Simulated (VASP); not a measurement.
Here is the system:

```
CELL_PARAMETERS angstrom
      0.00000     3.10709     3.10709
      3.10709     0.00000     3.10709
      3.10709     3.10709     0.00000
ATOMIC_POSITIONS crystal
  Sn 0.00000 0.00000 0.00000
  Te 0.50000 0.50000 0.50000
```

These are SCAN meta-GGA, VASP's PBE PAW potentials (set 64) (plane waves; VASP) values and carry that method's errors. Settings: 520 eV cut-off, 7×7×7 Γ-centred mesh, Gaussian smearing of 0.050 eV, potentials Sn_d Te.

Q: Predict the energy per atom (σ→0), pressure.

A: 
```json
{
  "energy per atom (σ→0)": "-36.762 eV/atom",
  "pressure": "2.96 GPa"
}
```

The compound is SnTe in the rock salt structure, which distorts at low temperature. This cell is one point of a volume scan, at 0.94 of the reference volume.
